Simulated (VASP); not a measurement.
The system is BN.

```
B N
1.0
     2.54000    0.00000    0.00000
    -1.27000    2.19970    0.00000
     0.00000    0.00000    6.59800
B N
2 2
Direct
  0.33333 0.66667 0.25000
  0.66667 0.33333 0.75000
  0.33333 0.66667 0.75000
  0.66667 0.33333 0.25000
```

| Item | Value |
| --- | --- |
| Program | VASP 6.6.1 |
| Task | relaxation of cell and atoms |
| Functional | r2SCAN |
| Dispersion | rVV10 |
| Potentials or basis | VASP PAW PBE potentials, release 64 (B, N) |
| Cutoff | 600 eV |
| k mesh | 12 × 12 × 4 |
| Occupations | gaussian, width 0.02 eV |
| Spin | no spin polarisation |

At the start: pressure -10.6 GPa; volume 9.22 Å³/atom.

Question: Where does the relaxation end?

Answer: Over 12 steps the energy falls by 13.9 meV/atom and the volume is 8.80 Å³/atom (-4.5 %); space group P6_3/mmc (No. 194, to 0.05 Å).

Step by step:
```
step  energy change (eV)  largest force (eV/Å)  pressure (GPa)  volume (Å³)
   1              0.0000                0.0000          -10.61        36.86
   2              0.1701                0.0000           24.65        33.68
   3             -0.0545                0.0000           -0.50        35.79
   4             -0.0545                0.0000           -0.21        35.76
   5             -0.0545                0.0000            0.01        35.74
   6             -0.0546                0.0000           -0.51        35.74
   7             -0.0546                0.0000           -0.51        35.74
   8             -0.0548                0.0000           -0.48        35.71
   9             -0.0550                0.0000           -0.39        35.61
  10             -0.0554                0.0000           -0.23        35.41
  11             -0.0555                0.0000            0.13        35.01
  12             -0.0556                0.0000           -0.03        35.19
```

Final structure:
```xyz
4
Lattice="2.5024 0.0000 0.0000 -1.2512 2.1672 0.0000 0.0000 0.0000 6.4888" Properties=species:S:1:pos:R:3 pbc="T T T"
B     0.0000    1.4448    1.6222
B     1.2512    0.7224    4.8666
N     0.0000    1.4448    4.8666
N     1.2512    0.7224    1.6222
```

Caveat: the PAW data sets were made with another functional, which shifts forces and pressure a little.
